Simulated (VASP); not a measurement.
Level of theory: PBE GGA, VASP's PBE PAW potentials (set 64) (plane waves; VASP).

VASP input:

INCAR:
```
SYSTEM = Cu
PREC = Accurate; ENCUT = 500; LREAL = .FALSE.
LASPH = .TRUE.
EDIFF = 1E-6; NELM = 100; ALGO = Normal
LMAXMIX = 4
ISMEAR = 1; SIGMA = 0.1
GGA = PE
IBRION = 2; NSW = 40; ISIF = 3
EDIFFG = -0.02; PSTRESS = 100
LWAVE = .FALSE.; LCHARG = .FALSE.
```

POSCAR:
```
Cu
1.0
  0.0000000000   1.7960338495   1.7960338495
  1.7960338495   0.0000000000   1.7960338495
  1.7960338495   1.7960338495   0.0000000000
Cu
1
Cartesian
  0.0000000000   0.0000000000   0.0000000000
```

File KPOINTS:
```
Automatic mesh
0
Gamma
17 17 17
0 0 0
```

POTCAR, in this order: Cu (PBE.64 set). Program: vasp_std.

Q: What will the output report for the number of irreducible k-points (NKPTS), largest plane-wave count, number of space-group operations, FFT grid (NGX, NGY, NGZ)?

A: 
```yaml
number of irreducible k-points (NKPTS): 165
largest_plane_wave_count: 306
number_of_space_group_operations: 48
FFT grid (NGX, NGY, NGZ): 20 × 20 × 20
```

The compound is Cu in the fcc structure. This run relaxes it under an external pressure of 10 GPa. Symmetry was kept, so distortions that lower it aren't found.
